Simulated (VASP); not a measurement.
Wanted: the native input for a VASP 6.6.1 run.

```
Task                   : single point
Functional             : PBE
Potentials or basis    : VASP PAW PBE potentials, release 64 (O, H, S)
Cutoff                 : 520 eV
k mesh                 : 1 × 1 × 1
Occupations            : fermi-dirac, width 0.02 eV
Spin                   : no spin polarisation
Dipole correction      : no
Further INCAR settings : LREAL = Auto; ALGO = Fast; EDIFF = 1e-06; NBANDS = 71
```

The structure of H20SO12 lies in POSCAR:

```
H20SO12
1.0
    6.9561890000      0.0000000000      0.0000000000
    0.0000000000      6.9561890000      0.0000000000
    0.0000000000      0.0000000000      6.9561890000
O H S
12 20 1
Direct
    0.1071707511      0.7359202000     -0.0993216257
    0.3736959993      0.2321242278      0.6920887285
    0.1299849673      0.6337521882      0.4351951909
    0.5290828067      0.9968245544      0.9770867353
    0.8384619797      0.8508394467      0.3441970884
    0.4055668988      0.9039144854      0.4425267916
    0.8413658686      0.9560982314      0.7208401037
    0.0761623929      0.1271529569      0.1565368624
    1.0251302833      0.3131168518      0.8311735061
    0.4060412965      0.3812288597      0.2190423521
    0.5786214262      0.5331942533      0.8672852333
    0.7094114320      0.4638890634      0.5381251142
    0.2249651354      0.7794066550     -0.0447083885
    0.1110378111      0.5995811787     -0.0809638726
    0.3788281198      0.1581613151      0.5761056809
    0.2380613868      0.2274521293      0.7406641769
    0.0331215842      0.6989603071      0.3515286891
    0.0396050194      0.5731155378      0.5253451279
    0.5737911952      1.0820292548      1.0788378522
    0.4372077872      1.0781765705      0.9125542736
    0.8060735555      0.8655745265      0.4739664204
    0.7241465118      0.7842656374      0.3098104436
    0.3873816539      0.9372373292      0.3079991070
    0.2980655068      0.8060304284      0.4570462361
    0.9382867544      0.8648988692      0.7641540504
    0.7253396939      0.9416794167      0.8046503624
    0.1526122996      0.2282140408      0.2132489500
   -0.0210603823      0.0819989221      0.2520489308
    1.0462194170      0.2326130012      0.9514548843
    0.9327377390      0.2217018543      0.7548098535
    0.3350829024      0.4881983511      0.2669133918
    0.4146092063      0.4092326991      0.0847590541
    0.5469086593      0.5199829964      0.6584208681
```

The cell was built by a generator and needn't be a form met in nature.

These files were run (other wordings do the same):

INCAR

```
  PREC = Accurate
  ENCUT = 520
  EDIFF = 1E-6
  ISMEAR = -1
  SIGMA = 0.02
  LREAL = Auto
  LASPH = True
  NELM = 80
  ALGO = Fast
  ISIF = 2
  LWAVE = False
  LCHARG = True
  GGA = PE
  LELF = True
  LVHAR = True
  NBANDS = 71
```

KPOINTS

```
Automatic mesh
0
Gamma
  1 1 1
```

Potentials or basis: VASP PAW PBE potentials, release 64 (O, H, S).

Run with:

```console
$ cat potpaw_PBE.64/O/POTCAR potpaw_PBE.64/H/POTCAR potpaw_PBE.64/S/POTCAR > POTCAR
$ mpirun -np 1 vasp_gam > vasp.out
```

Results of the run:

```yaml
Pressure: 1.7 GPa
Largest_force: 3.375 eV/Å
Band_gap_on_the_k_mesh: 3.65 eV, direct
```

It took 30 s on 1 thread of Intel(R) Xeon(R) 6975P-C (Granite Rapids), with other jobs on the host, peak memory 0.38 GiB.
